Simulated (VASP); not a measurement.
Moving the functional in Re2Zn

The structure is cubic, space group Fm-3m (No. 225). The conventional cell has a = 5.791 Å, b = 5.791 Å, c = 5.791 Å, α = 90.00°, β = 90.00°, γ = 90.00°. Around Zn (site symmetry m-3m) lie 8 Re at 2.51 Å. Re (site symmetry -43m) has 4 Zn at 2.51 Å as nearest neighbours.

The cell comes from a database or a generator and needn't be the stable form of this composition.

Kept alike: task band structure; k mesh 8 × 8 × 8; occupations fermi-dirac, width 0.05 eV; no spin polarisation. Program: VASP, PAW files Re, Zn, 520 eV. The mesh is that of the run's cell of 3 atoms. No spin-orbit coupling.

| functional | pressure (GPa) |
| --- | --- |
| AM05 | -8.44 |
| BLYP | 10.83 |
| LDA | -11.25 |
| PBE | 0.27 |
| PBEsol | -7.20 |
| PW91 | 1.71 |
| RPBE | 3.81 |
| SCAN | -10.30 |
| TPSS | -5.03 |
| r2SCAN | -4.58 |
| revPBE | 2.82 |

Pressure is positive in compression; the values hold the error of the finite cutoff, so their zero can differ a little from the energy's minimum. For a metal such a mesh leaves the last digits unconverged. Runs of this series that gave no sound value for these columns are left out. Potentials were made for PBE (AM05, BLYP, PBE, PBEsol, PW91, RPBE, SCAN, TPSS, r2SCAN, revPBE); LDA (LDA).

Problem. What does the functional change here?

Solution. The pressure runs from -11.25 (LDA) to 10.83 GPa (BLYP). From PBE: AM05 -8.71; BLYP +10.56; LDA -11.52; PBEsol -7.47; PW91 +1.44; RPBE +3.54; SCAN -10.57; TPSS -5.30; r2SCAN -4.85; revPBE +2.55. A positive pressure means that the functional's own cell is larger than the one given, a negative one that it is smaller.
